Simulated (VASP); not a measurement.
Given:

```
GaN
1.0
    0.00000     2.21325     2.21325
    2.21325     0.00000     2.21325
    2.21325     2.21325     0.00000
Ga N
1 1
Direct
  0.00000   0.00000   0.00000
  0.25000   0.25000   0.25000
```

These are revTPSS meta-GGA, VASP's PBE PAW potentials (set 64) (plane waves; VASP) values and carry that method's errors. Numerical set-up: 520 eV cut-off, 10×10×10 Γ-centred mesh, Gaussian smearing of 0.050 eV, potentials Ga_d N.

**Question.** The job: GaN (zinc blende), 2 atoms, revTPSS, static run, 520 eV, 10×10×10 Γ-centred mesh. Roughly how much core time does it take on a busy server core?

**Answer.** About 30 core-seconds (one run on a shared machine, a rough figure). It had 47 irreducible k-points, 13 bands, up to 596 plane waves and 19 electronic steps.

The compound is GaN in the zinc blende structure, a metastable form; wurtzite is the usual one. This cell is one point of a volume scan, at 0.94 of the reference volume.
